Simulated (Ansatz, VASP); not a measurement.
**TiC in two plane-wave programs**

Aim: how closely do two programs agree when they are given the same cell, functional and k mesh? The cell is taken from a series of runs on this material, whose earlier steps may have relaxed, scaled, displaced or heated it; both programs get it as it stands.

Main program and level: Ansatz 0.2.0; plane waves, with VASP 6.6.1 beside it; LDA.

## Step 1: Starting point

Symmetry: Fm-3m, No. 225, cubic system. Conventional cell: a = 4.289 Å, b = 4.289 Å, c = 4.289 Å, α = 90.00°, β = 90.00°, γ = 90.00°. Nearest to C lie 6 Ti at 2.14 Å. Ti has 6 C at 2.14 Å nearest. Farther neighbours are not listed.

Structure file:

```cif
data_structure
_symmetry_space_group_name_H-M 'Fm-3m'
_symmetry_Int_Tables_number 225
_cell_length_a 4.2890
_cell_length_b 4.2890
_cell_length_c 4.2890
_cell_angle_alpha 90.000
_cell_angle_beta 90.000
_cell_angle_gamma 90.000
_cell_volume 78.90
loop_
_atom_site_label
_atom_site_type_symbol
_atom_site_symmetry_multiplicity
_atom_site_Wyckoff_symbol
_atom_site_fract_x
_atom_site_fract_y
_atom_site_fract_z
_atom_site_occupancy
C1 C 4 b 0.50000 0.00000 0.00000 1
Ti1 Ti 4 a 0.00000 0.00000 0.00000 1
```

## Step 2: Ansatz: zone-centre phonons, LDA, pair 1

Ansatz runs on its PAW soft_1 files.

Second derivatives magnify differences that forces hide, and they need a tight electronic threshold.

The input, input.yaml:

```yaml
crystal:
  lattice:
    - [0.0, 2.1445224878, 2.1445224878]
    - [2.1445224878, 0.0, 2.1445224878]
    - [2.1445224878, 2.1445224878, 0.0]
  atoms:
    - { symbol: C, position: [0.5, 0.5, 0.5] }
    - { symbol: Ti, position: [0.0, 0.0, 0.0] }
kpoints:
  mp_grid: { grid: [16, 16, 16] }
hamiltonian:
  xc: lda
  pseudopotentials: { kind: paw, azcp: { folder: soft_1 }, xc_functional: pbe }
scf:
  occupations: { method: methfessel_paxton, width: 0.2 }
output:
  eigenvalues: true
phonons:
  method: dfpt
```

On the command line:

```
$ ansatz run input.yaml --threads 4 --pin off --max-ram 10240MiB --backend cpu --events-out ev --progress --plain --runs-dir out
```

Numbers of over 12 decimals in the logs are rounded to 6 here.

The program printed:

```text
Engine: ansatz 0.2.0, x86_64-unknown-linux-gnu
Pseudopotentials: kind: paw
Pseudopotential: C, paw, valence charge 4, recommended cutoff 420 eV (normal), soft_1/C.paw.azcp
Pseudopotential: Ti, paw, valence charge 12, recommended cutoff 420 eV (normal), soft_1/Ti.paw.azcp
Functional definition: SPW92
  exchange = slater_x
  correlation = pw_c
Crystal: 2 atoms, lattice volume = 19.725 Å³
Basis set: ecut = 420 eV, 387 PW (Γ), exchange–correlation on 48×48×48 points (8 copies of the dense FFT grid, shifted against one another)
Bands: 12, of which v1, the nominal top of the filled ones, is band 8 counted from 1 (7 counted from 0)
Symmetry: 48 space group operations
k-points: 349 of 4096 (irreducible under 8 space group operations, time reversal used)
Non-local potential: C, projectors of the file, l = 0: 2, l = 1: 2, l = 2: 1
Non-local potential: Ti, projectors of the file, l = 0: 3, l = 1: 2, l = 2: 3, l = 3: 1
PAW form: soft (Blöchl's): semilocal exchange-correlation on the pseudo side does not see the compensation charge
PAW frozen core: C, regenerated for the run's functional, and the local potential with it (the file was generated under x = pbe(κ = 0.804, μ = 0.219515), c = pbe(β = 0.066725))
PAW frozen core: Ti, regenerated for the run's functional, and the local potential with it (the file was generated under x = pbe(κ = 0.804, μ = 0.219515), c = pbe(β = 0.066725))
PAW one-centre angular grid: C, 110 points (default); XC on 64 Gauss nodes
PAW one-centre angular grid: Ti, 590 points (default); XC on 64 Gauss nodes
Initial density: superposition of atomic densities (chi_scale 0.1, normalization cell, long waves kept (reshape's long-wave potential 0.00 eV rms))
Initial wavefunctions: pseudopotential atomic-orbital guess
Functional: x = slater, c = lda
SCF iter   1: F=—  HF=-2696.211252 eV  |F-HF|=—  |Δ(HF+E_count)|=         —  Δρ=1.42e-1  dr2=5.12e0  ethr=3.10e-3  ⟨swp⟩=4.3  Hψ=20006  notcnv=0
preconditioner: auto → none  [metal: Δε(μ)=0.124 eV  Ē_g=20.304 eV  σ=0.200 eV  W_gap=0.49  n_scr=8 (ndim 8)  ℏωp=31.3 eV  f_vac=0.000  D(μ)=0.21/eV (n_scr^D=0)  sad-step TF]
SCF iter   2: F=—  HF=-2695.686745 eV  |F-HF|=—  |Δ(HF+E_count)|=   5.25e-1  S|Δr|=    0.00e0  Δρ=9.86e-2  dr2=2.52e0  ethr=3.10e-3  ⟨swp⟩=2.0  Hψ=8298  notcnv=0
SCF iter   3: F=—  HF=-2695.185765 eV  |F-HF|=—  |Δ(HF+E_count)|=   5.01e-1  S|Δr|=    0.00e0  Δρ=1.14e-2  dr2=1.79e-2  ethr=3.10e-3  ⟨swp⟩=2.6  Hψ=8520  notcnv=0
SCF iter   4: F=—  HF=-2695.179580 eV  |F-HF|=—  |Δ(HF+E_count)|=   6.18e-3  S|Δr|=    0.00e0  Δρ=1.45e-3  dr2=1.50e-4  ethr=1.12e-4  ⟨swp⟩=2.6  Hψ=10333  notcnv=0
SCF iter   5: F=—  HF=-2695.179753 eV  |F-HF|=—  |Δ(HF+E_count)|=   1.73e-4  S|Δr|=    0.00e0  Δρ=3.43e-4  dr2=1.62e-5  ethr=9.40e-7  ⟨swp⟩=2.0  Hψ=5597  notcnv=0
SCF iter   6: F=—  HF=-2695.179750 eV  |F-HF|=—  |Δ(HF+E_count)|=   2.64e-6  S|Δr|=    0.00e0  Δρ=2.93e-5  dr2=1.43e-7  ethr=1.01e-7  ⟨swp⟩=2.0  Hψ=6647  notcnv=0
SCF iter   7: F=—  HF=-2695.179752 eV  |F-HF|=—  |Δ(HF+E_count)|=   1.50e-6  S|Δr|=    0.00e0  Δρ=1.50e-6  dr2=2.79e-10  ethr=8.94e-10  ⟨swp⟩=3.0  Hψ=6979  notcnv=0
SCF iter   8: F=—  HF=-2695.179752 eV  |F-HF|=—  |Δ(HF+E_count)|=  1.29e-10  S|Δr|=    0.00e0  Δρ=4.27e-7  dr2=3.90e-11  ethr=1.00e-12  ⟨swp⟩=5.7  Hψ=15887  notcnv=0
SCF iter   9: F=-2695.179752 eV  HF=-2695.179752 eV  |F-HF|=0.00e0  |Δ(HF+E_count)|=  1.14e-11  S|Δr|=    0.00e0  Δρ=1.53e-8  dr2=5.14e-14  ethr=1.00e-12  ⟨swp⟩=5.0  Hψ=14815  notcnv=0
the search or the solves at the SCF's close seem to have found levels that the self-consistency loop had missed (the run counts 3). By its estimate they hold under 1e-12 electrons; where the run keeps them, the occupations were computed again with them
SCF 1 converged in 9 iterations: F = -2695.179752 eV  dr2 = 5.14e-14
  greatest PAW one-centre occupation: 0.998 electrons in one spin orbital (limit 2), on the Ti atom at site 1 (counted from 0), in its partial waves of l = 0
DFPT response loops at Γ: preconditioner auto → Kerker (q_TF=auto, 2.635 Å⁻¹) (partly filled bands, converged f_vac=0.000); β = 1.00, the filter's whole step (`scf.mixing.beta` (0.50) is not read by the response loops under this deck's `scf.mixing.preconditioner`; to damp them name `kerker` or `kerker_dos`, under which they read `scf.mixing.beta`, and type it under 1.00, their step now; both keys bind the ground state too); Broyden in place of MSR1
SCF converged after 9 iterations
Stability not checked: this state was not tested for a lower state beside it, because cold or Methfessel-Paxton smearing, or corrected tetrahedra, fill the levels in a way that the test cannot read (fill_not_monotonic; see scf.lower_state_search)
Free energy (F): -2695.179752 eV
Harris-Foulkes:  -2695.179752 eV  (|F-HF|=0.00e0)
Internal energy: -2695.179413 eV  (E = F + TS)
E sigma→0 (E₀):  -2695.179667 eV
Entropy (-TS):   -0.000338 eV (-0.169 meV/atom)
Fermi energy:    14.808677 eV
--- Per-component energies (eV) ---
  E_band       = -105.509476
  E_kinetic    = 367.477515
  E_local      = -816.547085  (includes V_loc(G=0)·N_el)
  E_nonlocal   = 88.414234
  E_hartree    = 320.963811
  E_xc         = -163.666466
  E_vxc        = -205.216181  (∫ρ·V_xc dr)
  E_paw        = -1085.175255  (= ΣΔE_a)
  E_vpaw       = -181.565508  (= ΣTr[D̂ρ^β])
  E_aug_tail   = -0.000066  (compensation charges beyond the density's cutoff)
  E_ewald      = -1407.034884
  E_core_change = 0.388783  (= ΣΔE_core)
  E_smearing   = -0.000338  (= −TS)
  E_closure    = 0.000000  (closes the sum)
  Σ components = -2695.179752   (vs F -2695.179752, Δ=0.00e0)
--- Band table (eV; the first three rows and the last of 349) ---
  k-point 0: bands = [... 4 lower, 2.4655, 15.4675, 15.4675, 15.4675, 16.5512, 16.5512, 16.5512, 16.6078]
  k-point 1: bands = [... 4 lower, 2.5581, 15.0294, 15.2828, 15.2828, 15.8592, 15.8592, 16.7913, 17.6197]
  k-point 2: bands = [... 4 lower, 2.8299, 14.1523, 14.5169, 14.5169, 15.9183, 15.9183, 17.1344, 18.7180]
  k-point 348: bands = [... 4 lower, 5.4191, 11.6431, 11.6431, 12.0567, 17.6830, 17.6830, 18.4537, 20.2540]
--- Phonons (Γ-DFPT): 2 representative perturbations + reference, on 349 of 4096 k-points (Σ response iterations 6) ---
  k mesh reduced under 8 symmetry operations, with k and −k counted as one. Each operation leaves every solved perturbation unchanged. A smaller set is not used because it would not reduce the number of displacements times k-points to solve
  ASR residual: 6.231e-6 → 0.000e0 eV/Å²; symmetrization residual: 1.312e-6 eV/Å²
  ASR residual per site (eV/Å²): 3.85e-6 6.23e-6
  Γ frequencies (cm⁻¹): 0.00 0.00 0.00 534.58 534.58 534.58
  non-analytic LO–TO correction: not included (Born effective charges unavailable; polar crystals: no LO–TO splitting at Γ)
```

The column dr2 measures how far the density is from self-consistency, as an energy; F and HF (Harris–Foulkes) agree once it is small.

## Step 3: VASP: zone-centre phonons, LDA, pair 1

The same cell, functional (in two slightly different forms), mesh and smearing now go to VASP, with its own data sets.

Lines of VASP's logs that name or quote its potential files are left out, and so is its time.

The input, INCAR:

```
SYSTEM = TiC
PREC = Accurate
ENCUT = 600
EDIFF = 1E-08
NELM = 120
ISMEAR = 1
SIGMA = 0.2
LREAL = .FALSE.
ALGO = Normal
GGA = PW92
NBANDS = 14
LASPH = .TRUE.
LORBIT = 11
LWAVE = .FALSE.
LCHARG = .FALSE.
ISIF = 2
IBRION = 8
GGA_COMPAT = .FALSE.
KPAR = 2
```

The input, POSCAR:

```
TiC
1.0
    0.0000000000      2.1445224878      2.1445224878
    2.1445224878      0.0000000000      2.1445224878
    2.1445224878      2.1445224878      0.0000000000
C Ti
1 1
Direct
    0.5000000000      0.5000000000      0.5000000000
    0.0000000000      0.0000000000      1.0000000000
```

The input, KPOINTS:

```
Automatic mesh
0
Gamma
16 16 16
0 0 0
```

The projector-augmented-wave data sets are C and Ti_sv (LDA family, release 64).

On the command line:

```
$ mpirun -np 2 vasp_std
```

The program printed:

```text
[banner, memory and clock lines left out]
running    2 mpi-ranks, on    1 nodes
 distrk:  each k-point on    1 cores,    2 groups
 distr:  one band on    1 cores,    1 groups

 POSCAR found type information on POSCAR C Ti
 POSCAR found :  2 types and       2 ions
|                                                                             |
|               ----> ADVICE to this user running VASP <----                  |
|                                                                             |
|     You enforced a specific xc type in the INCAR file but a different       |
|     [... a line on the potential file left out ...]
|     I HOPE YOU KNOW WHAT YOU ARE DOING!                                     |
|                                                                             |

 LDA part: xc-table for (Slater(with rela. corr.)+PW92), standard interpolation
 POSCAR, INCAR and KPOINTS ok, starting setup
 FFT: planning ... GRIDC
 FFT: planning ... GRID_SOFT
 FFT: planning ... GRID
 WAVECAR not read
 entering main loop
       N       E                     dE             d eps       ncg     rms          rms(c)
DAV:   1     0.125962254375E+03    0.12596E+03   -0.88024E+03  4066   0.151E+03
DAV:   2    -0.171149759992E+02   -0.14308E+03   -0.13466E+03  4288   0.373E+02
DAV:   3    -0.256480120747E+02   -0.85330E+01   -0.83405E+01  5302   0.870E+01
DAV:   4    -0.260115807568E+02   -0.36357E+00   -0.36328E+00  5110   0.164E+01
DAV:   5    -0.260202562430E+02   -0.86755E-02   -0.86750E-02  5430   0.214E+00    0.185E+01
DAV:   6    -0.212210097861E+02    0.47992E+01   -0.13324E+01  5816   0.605E+01    0.702E+00
DAV:   7    -0.205832273061E+02    0.63778E+00   -0.23687E+00  4932   0.232E+01    0.520E+00
DAV:   8    -0.205531532526E+02    0.30074E-01   -0.11792E-01  4444   0.380E+00    0.356E+00
DAV:   9    -0.205341081237E+02    0.19045E-01   -0.11558E-01  5094   0.427E+00    0.661E-01
DAV:  10    -0.205337293894E+02    0.37873E-03   -0.11235E-02  5338   0.134E+00    0.650E-01
DAV:  11    -0.205315202336E+02    0.22092E-02   -0.48873E-03  4396   0.105E+00    0.192E-01
DAV:  12    -0.205314565921E+02    0.63642E-04   -0.31824E-04  4870   0.191E-01    0.512E-02
DAV:  13    -0.205314456370E+02    0.10955E-04   -0.39202E-05  4708   0.525E-02    0.979E-03
DAV:  14    -0.205314448986E+02    0.73847E-06   -0.21754E-06  4968   0.235E-02    0.463E-03
DAV:  15    -0.205314448516E+02    0.47003E-07   -0.27343E-07  5052   0.741E-03    0.169E-03
DAV:  16    -0.205314448314E+02    0.20204E-07   -0.82561E-08  4708   0.315E-03    0.679E-04
DAV:  17    -0.205314448295E+02    0.18356E-08   -0.33383E-09  2600   0.658E-04
   1 F= -.20531445E+02 E0= -.20531337E+02  d E =-.324451E-03
 Linear response reoptimize wavefunctions to high precision
DAV:   1    -0.205314448296E+02   -0.76170E-10   -0.70077E-10  3314   0.296E-04
 Linear response DOF=           2
 Linear response progress:
  Degree of freedom:   1/  2
       N       E                     dE             d eps       ncg     rms          rms(c)
RMM:   1    -0.125418052100E+00   -0.12542E+00   -0.51303E-02 21025   0.227E+00
RMM:   2    -0.116020272937E+00    0.93978E-02   -0.54539E-03 18940   0.554E-01    0.144E-01
RMM:   3    -0.116649409448E+00   -0.62914E-03   -0.18474E-03 19388   0.238E-01    0.658E-02
RMM:   4    -0.117638076024E+00   -0.98867E-03   -0.70689E-04 19851   0.145E-01    0.145E-02
RMM:   5    -0.117760383209E+00   -0.12231E-03   -0.14955E-04 22633   0.576E-02    0.269E-03
RMM:   6    -0.117742321648E+00    0.18062E-04   -0.20059E-05 22035   0.234E-02    0.111E-03
RMM:   7    -0.117745601420E+00   -0.32798E-05   -0.41227E-06 23023   0.108E-02    0.453E-04
RMM:   8    -0.117745071461E+00    0.52996E-06   -0.95254E-07 22802   0.518E-03    0.297E-04
RMM:   9    -0.117744326973E+00    0.74449E-06   -0.79854E-07 22920   0.268E-03    0.128E-04
RMM:  10    -0.117743800327E+00    0.52665E-06   -0.99948E-07 22879   0.142E-03    0.615E-05
RMM:  11    -0.117743904900E+00   -0.10457E-06   -0.12146E-07 22511   0.752E-04    0.691E-05
RMM:  12    -0.117743899516E+00    0.53838E-08   -0.12024E-08 22900   0.403E-04    0.285E-05
 first order change of Fermi-energy   0.27596E-03
 force on displaced ion       1 direction 1 : -10.141   0.000   0.000
 Linear response progress:
  Degree of freedom:   2/  2
       N       E                     dE             d eps       ncg     rms          rms(c)
RMM:   1    -0.678513712229E+00   -0.67851E+00    0.82362E+00  9866   0.131E+02
RMM:   2    -0.654174836967E+00    0.24339E-01   -0.23619E-01 16368   0.497E+00    0.223E-01
RMM:   4    -0.652491061661E+00    0.75894E-03   -0.74645E-03 21221   0.507E-01    0.214E-02
RMM:   5    -0.653023228659E+00   -0.53217E-03   -0.11755E-03 22355   0.203E-01    0.101E-02
RMM:   6    -0.653341591224E+00   -0.31836E-03   -0.30614E-04 22445   0.878E-02    0.726E-03
RMM:   7    -0.653764412863E+00   -0.42282E-03   -0.74111E-05 20250   0.466E-02    0.427E-03
RMM:   8    -0.653723993174E+00    0.40420E-04   -0.36728E-05 22406   0.232E-02    0.113E-03
RMM:   9    -0.653673096993E+00    0.50896E-04   -0.18980E-05 22029   0.135E-02    0.887E-04
RMM:  10    -0.653703698940E+00   -0.30602E-04   -0.17707E-05 21803   0.795E-03    0.144E-04
RMM:  11    -0.653711812531E+00   -0.81136E-05   -0.14084E-05 23244   0.522E-03    0.307E-05
RMM:  12    -0.653710918345E+00    0.89419E-06   -0.11067E-05 23558   0.360E-03    0.850E-05
RMM:  13    -0.653714014230E+00   -0.30959E-05   -0.89474E-06 21504   0.274E-03    0.363E-05
RMM:  14    -0.653714618306E+00   -0.60408E-06   -0.74148E-06 23204   0.215E-03    0.360E-05
RMM:  15    -0.653714386921E+00    0.23138E-06   -0.56022E-06 22942   0.174E-03    0.579E-05
RMM:  16    -0.653714787696E+00   -0.40077E-06   -0.47066E-06 22441   0.145E-03    0.604E-05
RMM:  17    -0.653714990847E+00   -0.20315E-06   -0.40187E-06 23048   0.123E-03    0.643E-05
RMM:  18    -0.653715028439E+00   -0.37592E-07   -0.34518E-06 22999   0.106E-03    0.723E-05
RMM:  19    -0.653715768007E+00   -0.73957E-06   -0.30721E-06 19878   0.942E-04    0.655E-05
 first order change of Fermi-energy   0.63074E-04
 force on displaced ion       2 direction 1 : -10.176   0.000   0.000
 Linear response finished
```

OUTCAR, selected parts (step 3):

```text
ion  position               nearest neighbor table
   1  0.500  0.500  0.500-   2 2.14   2 2.14   2 2.14   2 2.14   2 2.14   2 2.14
   2  0.000  0.000  0.000-   1 2.14   1 2.14   1 2.14   1 2.14   1 2.14   1 2.14

  LATTYP: Found a face centered cubic cell.
 ALAT       =     4.2890449756

 Subroutine GETGRP returns: Found 48 space group operations
 (whereof 48 operations were pure point group operations)

The static configuration has the point symmetry O_h .

 Found    145 irreducible k-points:

   k-points           NKPTS =    145   k-points in BZ     NKDIM =    145   number of bands    NBANDS=     14

   dimension x,y,z NGX =    24 NGY =   24 NGZ =   24
   dimension x,y,z NGXF=    48 NGYF=   48 NGZF=   48

   ENCUT  =  600.0 eV  44.10 Ry    6.64 a.u.   6.06  6.06  6.06*2*pi/ulx,y,z

   NELECT =      16.0000    total number of electrons

 k-points in reciprocal lattice and weights: Automatic mesh
   0.00000000  0.00000000  0.00000000       0.000
   0.06250000  0.00000000  0.00000000       0.002
   0.12500000  0.00000000  0.00000000       0.002
   0.18750000  0.00000000  0.00000000       0.002
   0.25000000  0.00000000  0.00000000       0.002
   0.31250000  0.00000000  0.00000000       0.002
   0.37500000  0.00000000  0.00000000       0.002
   0.43750000  0.00000000  0.00000000       0.002
   0.50000000  0.00000000  0.00000000       0.001
[...]
-0.31250000  0.50000000  0.18750000       0.003
  -0.25000000  0.50000000  0.25000000       0.001

 average (electrostatic) potential at core
       1 -48.4133       2 -70.7749

  Total       -0.6267340     -0.6267340     -0.6267340      0.0000000      0.0000000      0.0000000
  in kB      -50.9063585    -50.9063585    -50.9063585      0.0000000      0.0000000      0.0000000
  external PRESSURE =     -50.9063585 kB  Pullay stress =       0.0000000 kB

  energy-cutoff  :      600.00
  volume of cell :       19.73
      direct lattice vectors                 reciprocal lattice vectors
     0.000000000  2.144522488  2.144522488    -0.233152137  0.233152137  0.233152137
     2.144522488  0.000000000  2.144522488     0.233152137 -0.233152137  0.233152137
     2.144522488  2.144522488  0.000000000     0.233152137  0.233152137 -0.233152137

 POSITION                                       TOTAL-FORCE (eV/Angst)
 -----------------------------------------------------------------------------------
      2.14452      2.14452      2.14452        -0.000000     -0.000000     -0.000000
      0.00000      0.00000      0.00000         0.000000      0.000000      0.000000
 -----------------------------------------------------------------------------------
    total drift:                                0.000000     -0.000000     -0.000000

 Eigenvectors and eigenvalues of the dynamical matrix
 ----------------------------------------------------

   1 f  =   16.071777 THz   100.981955 2PiTHz  536.096784 cm-1    66.467500 meV
             X         Y         Z           dx          dy          dz
      2.144522  2.144522  2.144522    -0.421290    0.788300    0.000000
      0.000000  0.000000  0.000000     0.211367   -0.395502    0.000000

   2 f  =   16.071777 THz   100.981955 2PiTHz  536.096784 cm-1    66.467500 meV
             X         Y         Z           dx          dy          dz
      2.144522  2.144522  2.144522    -0.000000   -0.000000   -0.893813
      0.000000  0.000000  0.000000    -0.000000   -0.000000    0.448439

   3 f  =   16.071777 THz   100.981955 2PiTHz  536.096784 cm-1    66.467500 meV
             X         Y         Z           dx          dy          dz
      2.144522  2.144522  2.144522     0.788300    0.421290    0.000000
      0.000000  0.000000  0.000000    -0.395502   -0.211367    0.000000

   4 f/i=    0.011037 THz     0.069347 2PiTHz    0.368149 cm-1     0.045645 meV
             X         Y         Z           dx          dy          dz
      2.144522  2.144522  2.144522    -0.086449   -0.429883   -0.093942
      0.000000  0.000000  0.000000    -0.172306   -0.856828   -0.187241

   5 f/i=    0.011037 THz     0.069347 2PiTHz    0.368149 cm-1     0.045645 meV
             X         Y         Z           dx          dy          dz
      2.144522  2.144522  2.144522    -0.439638    0.088410    0.000000
      0.000000  0.000000  0.000000    -0.876270    0.176216    0.000000

   6 f/i=    0.011037 THz     0.069347 2PiTHz    0.368149 cm-1     0.045645 meV
             X         Y         Z           dx          dy          dz
      2.144522  2.144522  2.144522    -0.018521   -0.092098    0.438489
      0.000000  0.000000  0.000000    -0.036915   -0.183566    0.873981

 ELASTIC MODULI CONTR FROM IONIC RELAXATION (kBar)
 Direction    XX          YY          ZZ          XY          YZ          ZX
 --------------------------------------------------------------------------------
 XX           0.0000      0.0000      0.0000      0.0000      0.0000      0.0000
 YY           0.0000      0.0000      0.0000      0.0000      0.0000      0.0000
 ZZ           0.0000      0.0000      0.0000      0.0000      0.0000      0.0000
 XY           0.0000      0.0000      0.0000      0.0000      0.0000      0.0000
 YZ           0.0000      0.0000      0.0000      0.0000      0.0000      0.0000
 ZX           0.0000      0.0000      0.0000      0.0000      0.0000      0.0000
 --------------------------------------------------------------------------------
```

## Step 4: Comparison

Known differences besides the potentials themselves: the cutoff is 420 eV in Ansatz and 600 eV in VASP; VASP's log shows a relativistic correction to its local exchange, Ansatz's none. Total energies have different zeros and are not compared.

Compared:

```
                  quantity  Ansatz   VASP  difference
optical mode 1 to 3 (cm⁻¹)   534.6  536.1     -0.28 %
```

Modes are paired by rising frequency, not by their patterns, so a pair may set unlike modes beside each other; they are those without the splitting of longitudinal modes.

(Continued in part 2 of 2.)

[Lines on the potential files, build, host, timing and source positions are cut from VASP's logs without a mark.]

[Logs are printed without paths, hosts, clocks, repeated set-up lines and the standing remarks that a program may print on its own settings, such as how far it seeks lower states.]

[Hosts, paths, dates, database ids (printed as entryN), source tags and the programs' standing remarks are cut or masked in the printed files.]
